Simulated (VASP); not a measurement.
These are optB88-vdW, VASP's PBE PAW potentials (set 64) (plane waves; VASP) values and carry that method's errors.

Input for VASP

File POSCAR:
```
PdIn
1
    3.3150000000     0.0000000000     0.0000000000
    0.0000000000     3.3150000000     0.0000000000
    0.0000000000     0.0000000000     3.3150000000
In Pd
1 1
Direct
  0.5000000000   0.5000000000   0.5000000000
  0.0000000000   0.0000000000   0.0000000000
```

### KPOINTS
```
Automatic mesh
0
G
 10 10 10
0 0 0
```

**INCAR**
```
EDIFF = 1E-6   # SCF stop (eV)
PARAM2 = 0.22
ENCUT = 400
SYSTEM = PdIn
NELM = 100
ISMEAR = 1   # Methfessel-Paxton
LASPH = T   # aspherical one-centre terms
LMAXMIX = 4   # l cut-off of mixed one-centre charges
LCHARG = F
AGGAC = 0.0
SIGMA = 0.1
LREAL = F
PREC = Accurate
LUSE_VDW = T
ALGO = Normal
ISIF = 2   # forces and stress, cell fixed
PARAM1 = 0.1833333333
GGA = BO
LWAVE = F
```

POTCAR, in this order: In_d Pd (PBE.64 set). Program: vasp_std.

What will the output report for the number of irreducible k-points (NKPTS), number of bands (NBANDS), largest plane-wave count, number of space-group operations, FFT grid (NGX, NGY, NGZ)?

```
Quantity                                      Result
--------------------------------------  ------------
number of irreducible k-points (NKPTS)            56
number of bands (NBANDS)                          15
largest plane-wave count                         691
number of space-group operations                  48
FFT grid (NGX, NGY, NGZ)                24 × 24 × 24
```

The compound is PdIn in the CsCl type structure. The cell was not relaxed at this level. The run is one of a series of settings (AGGAC = 0.0, GGA = BO, LUSE_VDW = .TRUE., PARAM1 = 0.1833333333, PARAM2 = 0.22 against the base run), some of them coarse on purpose. The electron count is odd and the run is not spin-polarised, which forces a metal.
